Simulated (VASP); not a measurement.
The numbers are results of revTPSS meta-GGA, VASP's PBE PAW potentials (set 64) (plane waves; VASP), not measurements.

VASP input:

### KPOINTS
```
kpoints
0
gamma
  15 15 15
0 0 0
```

### POSCAR
```
W
1
   -1.5800000000     1.5800000000     1.5800000000
    1.5800000000    -1.5800000000     1.5800000000
    1.5800000000     1.5800000000    -1.5800000000
W
1
Direct
  0.0000000000   0.0000000000   0.0000000000
```

INCAR:
```
SYSTEM  =  W
PREC  =  Accurate; ENCUT  =  520; LREAL  =  .FALSE.
LASPH  =  .TRUE.
EDIFF  =  1E-6; NELM  =  100; ALGO  =  Normal
LMAXMIX  =  6; LMIXTAU  =  .TRUE.
ISMEAR  =  1; SIGMA  =  0.1
METAGGA  =  RTPSS
IBRION  =  2; NSW  =  60; ISIF  =  3
EDIFFG  =  -0.01
LWAVE  =  .FALSE.; LCHARG  =  .FALSE.
```

POTCAR, in this order: W_sv (PBE.64 set). Program: vasp_std.

Output of the run:

File OUTCAR:
```
 ion  position               nearest neighbor table
   1  0.000  0.000  0.000-
  LATTYP: Found a body centered cubic cell.
 ALAT       =     3.1600000000
 Subroutine PRICEL returns:
 Original cell was already a primitive cell.
 Subroutine GETGRP returns: Found 48 space group operations
The static configuration has the point symmetry O_h .
The dynamic configuration has the point symmetry O_h .
 Subroutine INISYM returns: Found 48 space group operations
 Subroutine IBZKPT returns following result:
 Found    120 irreducible k-points:

 Following reciprocal coordinates:
            Coordinates               Weight
  0.000000  0.000000  0.000000      1.000000
  0.066667  0.000000  0.000000     12.000000
  0.133333  0.000000  0.000000     12.000000
  0.200000  0.000000  0.000000     12.000000
  0.266667  0.000000  0.000000     12.000000
  0.333333  0.000000  0.000000     12.000000
  0.400000  0.000000  0.000000     12.000000
  0.466667  0.000000  0.000000     12.000000
  0.066667  0.066667  0.000000     24.000000
  0.133333  0.066667 -0.000000     48.000000
  0.200000  0.066667  0.000000     48.000000
  0.266667  0.066667  0.000000     48.000000
  0.333333  0.066667  0.000000     48.000000
  0.400000  0.066667  0.000000     48.000000
  0.466667  0.066667  0.000000     24.000000
  0.133333  0.133333  0.000000     24.000000
  0.200000  0.133333  0.000000     48.000000
  0.266667  0.133333 -0.000000     48.000000
  0.333333  0.133333  0.000000     48.000000
  0.400000  0.133333  0.000000     48.000000
  0.200000  0.200000  0.000000     24.000000
  0.266667  0.200000 -0.000000     48.000000
  0.333333  0.200000  0.000000     48.000000
  0.400000  0.200000  0.000000     24.000000
  0.266667  0.266667  0.000000     24.000000
  0.333333  0.266667 -0.000000     48.000000
  0.333333  0.333333  0.000000      8.000000
  0.066667  0.066667  0.066667      8.000000
  0.133333  0.066667  0.066667     24.000000
  0.200000  0.066667  0.066667     24.000000
  0.266667  0.066667  0.066667     24.000000
  0.333333  0.066667  0.066667     24.000000
  0.400000  0.066667  0.066667     24.000000
 -0.066667  0.066667  0.066667      6.000000
  0.133333  0.133333  0.066667     24.000000
  0.200000  0.133333  0.066667     48.000000
  0.266667  0.133333  0.066667     48.000000
  0.333333  0.133333  0.066667     48.000000
  0.400000  0.133333  0.066667     24.000000
 -0.133333  0.133333  0.066667     24.000000
   k-points           NKPTS =    120   k-points in BZ     NKDIM =    120   number of bands    NBANDS=     11
   number of dos      NEDOS =    301   number of ions     NIONS =      1
   total plane-waves  NPLWV =   8000
   dimension x,y,z NGX =    20 NGY =   20 NGZ =   20
   dimension x,y,z NGXF=    40 NGYF=   40 NGZF=   40
   ions per type =               1
   PREC   = accura    normal or accurate (medium, high low for compatibility)
   ISTART =      0    job   : 0-new  1-cont  2-samecut
   ICHARG =      2    charge: 1-file 2-atom 10-const
   ISPIN  =      1    spin polarized calculation?
   LNONCOLLINEAR =      F non collinear calculations
   LSORBIT =      F    spin-orbit coupling
   INIWAV =      1    electr: 0-lowe 1-rand  2-diag
   ENCUT  =  520.0 eV  38.22 Ry    6.18 a.u.   5.09  5.09  5.09*2*pi/ulx,y,z
   NELM   =    100;   NELMIN=  2; NELMDL= -5     # of ELM steps
   EDIFF  = 0.1E-05   stopping-criterion for ELM
   LREAL  =      F    real-space projection
   NLSPLINE    = F    spline interpolate recip. space projectors
   LMAXMIX     =    6 max onsite mixed and CHGCAR
   VOSKOWN=      0    Vosko Wilk Nusair interpolation
...
```

OSZICAR:
```
       N       E                     dE             d eps       ncg     rms          rms(c)
DAV:   1     0.198444759172E+03    0.19844E+03   -0.12520E+04  2838   0.253E+03
DAV:   2     0.658346726238E+02   -0.13261E+03   -0.12642E+03  3168   0.558E+02
DAV:   3     0.593344916445E+02   -0.65002E+01   -0.62508E+01  3710   0.133E+02
DAV:   4     0.591910378463E+02   -0.14345E+00   -0.14311E+00  3614   0.212E+01
DAV:   5     0.591875868993E+02   -0.34509E-02   -0.34498E-02  4005   0.286E+00    0.272E+01
DAV:   6     0.253193272884E+02   -0.33868E+02   -0.57028E+01  2652   0.100E+02    0.105E+01
DAV:   7     0.268129632026E+02    0.14936E+01   -0.31353E+00  2973   0.273E+01    0.225E+00
DAV:   8     0.254618153342E+02   -0.13511E+01   -0.10787E+00  2721   0.163E+01    0.209E+00
DAV:   9     0.250897733336E+02   -0.37204E+00   -0.36486E-01  2748   0.929E+00    0.138E+00
DAV:  10     0.250768621108E+02   -0.12911E-01   -0.65556E-03  2907   0.126E+00    0.406E-01
DAV:  11     0.250756429523E+02   -0.12192E-02   -0.24051E-03  2802   0.705E-01    0.196E-01
DAV:  12     0.250735908098E+02   -0.20521E-02   -0.60208E-04  2712   0.352E-01    0.116E-02
DAV:  13     0.250735720532E+02   -0.18757E-04   -0.24158E-05  3030   0.595E-02    0.297E-02
DAV:  14     0.250735685327E+02   -0.35205E-05   -0.31223E-06  2775   0.172E-02    0.617E-03
DAV:  15     0.250735677601E+02   -0.77257E-06   -0.27292E-07  1389   0.850E-03
   1 F= 0.25073568E+02 E0= 0.25073420E+02  d E =0.250736E+02
       N       E                     dE             d eps       ncg     rms          rms(c)
DAV:   1     0.250455866821E+02   -0.27982E-01   -0.83007E-01  2715   0.146E+01    0.245E+00
DAV:   2     0.250734702523E+02    0.27884E-01   -0.40063E-02  2727   0.272E+00    0.650E-01
DAV:   3     0.250764320796E+02    0.29618E-02   -0.18933E-02  2750   0.154E+00    0.517E-01
DAV:   4     0.251041787533E+02    0.27747E-01   -0.13521E-02  2694   0.122E+00    0.979E-01
DAV:   5     0.250765541356E+02   -0.27625E-01   -0.14183E-02  2682   0.122E+00    0.127E-01
DAV:   6     0.250762982935E+02   -0.25584E-03   -0.23775E-04  2727   0.157E-01    0.190E-02
DAV:   7     0.250763023280E+02    0.40344E-05   -0.11235E-05  2829   0.417E-02    0.536E-03
DAV:   8     0.250762873539E+02   -0.14974E-04   -0.42369E-06  2664   0.303E-02    0.349E-03
DAV:   9     0.250762850845E+02   -0.22694E-05   -0.33362E-07  1392   0.915E-03    0.491E-04
DAV:  10     0.250762850663E+02   -0.18151E-07   -0.19302E-08  1341   0.182E-03
   2 F= 0.25076285E+02 E0= 0.25076139E+02  d E =0.271731E-02
       N       E                     dE             d eps       ncg     rms          rms(c)
DAV:   1     0.250541497605E+02   -0.22135E-01   -0.51620E-01  2718   0.114E+01    0.202E+00
DAV:   2     0.250715365005E+02    0.17387E-01   -0.24157E-02  2721   0.215E+00    0.519E-01
DAV:   3     0.250735855986E+02    0.20491E-02   -0.12040E-02  2741   0.125E+00    0.441E-01
DAV:   4     0.250814061949E+02    0.78206E-02   -0.53094E-03  2697   0.785E-01    0.692E-01
DAV:   5     0.250734241453E+02   -0.79820E-02   -0.52081E-03  2710   0.759E-01    0.477E-02
DAV:   6     0.250733757637E+02   -0.48382E-04   -0.48631E-05  2812   0.759E-02    0.130E-02
DAV:   7     0.250733851604E+02    0.93967E-05   -0.59641E-06  2751   0.329E-02    0.195E-03
DAV:   8     0.250733716854E+02   -0.13475E-04   -0.14810E-06  2203   0.199E-02    0.666E-04
DAV:   9     0.250733715418E+02   -0.14358E-06   -0.75216E-08  1320   0.371E-03
   3 F= 0.25073372E+02 E0= 0.25073225E+02  d E =-.196218E-03
```

File OUTCAR:
```
------------------------ aborting loop because EDIFF is reached ----------------------------------------
  FORCE on cell =-STRESS in cart. coord.  units (eV):
  Direction    XX          YY          ZZ          XY          YZ          ZX
  --------------------------------------------------------------------------------------
  Total       -0.0014476     -0.0014476     -0.0014476      0.0000000     -0.0000000     -0.0000000
  in kB       -0.1464944     -0.1464944     -0.1464944      0.0000000     -0.0000000     -0.0000000
  external PRESSURE =      -0.1464944 kB  Pullay stress =       0.0000000 kB
  volume of cell :       15.83
      direct lattice vectors                 reciprocal lattice vectors
    -1.581840565  1.581840565  1.581840565     0.000000000  0.316087481  0.316087481
     1.581840565 -1.581840565  1.581840565     0.316087481  0.000000000  0.316087481
     1.581840565  1.581840565 -1.581840565     0.316087481  0.316087481  0.000000000
 POSITION                                       TOTAL-FORCE (eV/Angst)
 -----------------------------------------------------------------------------------
     -0.00000      0.00000      0.00000         0.000000      0.000000     -0.000000
 -----------------------------------------------------------------------------------
    total drift:                                0.000000     -0.000000      0.000000
  FREE ENERGIE OF THE ION-ELECTRON SYSTEM (eV)
  ---------------------------------------------------
  free  energy   TOTEN  =        25.0733715418 eV

  energy  without entropy=       25.0729316035  energy(sigma->0) =       25.07322490

 reached required accuracy - stopping structural energy minimisation
```
(Selected blocks of OUTCAR.)

### CONTCAR
```
W
   1.00000000000000
    -1.5818405647417439    1.5818405647417439    1.5818405647417439
     1.5818405647417439   -1.5818405647417439    1.5818405647417439
     1.5818405647417439    1.5818405647417439   -1.5818405647417439
  W
     1
Direct
     0.0000000000000000    0.0000000000000000    0.0000000000000000
```

### OUTCAR
```
 val. band max:       11.3299485231   @ k =  -0.3333   0.4000   0.2667

 cond. band min:      11.4772326346   @ k =  -0.2667   0.2667   0.1333


 Fermi energy:        11.3572308786

 k-point     1 :       0.0000    0.0000    0.0000
  band No.  band energies     occupation
      1     -63.1603      2.00000
      2     -26.6367      2.00000
      3     -26.6367      2.00000
      4     -26.6367      2.00000
      5       1.7705      2.00000
      6      10.1493      2.00000
      7      10.1493      2.00000
      8      10.1493      2.00000
      9      13.6554      0.00000
     10      13.6554      0.00000
     11      26.2177      0.00000

 k-point     2 :       0.0667    0.0000    0.0000
  band No.  band energies     occupation
      1     -63.1545      2.00000
      2     -26.6971      2.00000
      3     -26.6556      2.00000
      4     -26.6370      2.00000
      5       1.9841      2.00000
      6      10.0173      2.00000
      7      10.1183      2.00000
      8      10.3598      2.00000
      9      13.4487      0.00000
     10      13.6580      0.00000
     11      26.3998      0.00000

 k-point     3 :       0.1333    0.0000    0.0000
  band No.  band energies     occupation
      1     -63.1379      2.00000
      2     -26.8652      2.00000
      3     -26.7087      2.00000
      4     -26.6378      2.00000
      5       2.5896      2.00000
      6       9.6647      2.00000
      7       9.9723      2.00000
      8      10.9808      2.00000
      9      13.0723     -0.00000
     10      13.6802      0.00000
     11      26.8042      0.00000

 k-point     4 :       0.2000    0.0000    0.0000
  band No.  band energies     occupation
      1     -63.1134      2.00000
      2     -27.1065      2.00000
      3     -26.7859      2.00000
      4     -26.6391      2.00000
      5       3.4684      2.00000
      6       9.1913      2.00000
      7       9.6788      2.00000
      8      11.9806     -0.00000
      9      12.9269     -0.00000
...
```

Unless said otherwise, spin-orbit coupling is left out, though it shifts the bands of the heavy elements here.

The compound is W in the bcc structure. This run relaxes it. Symmetry was kept, so distortions that lower it aren't found.
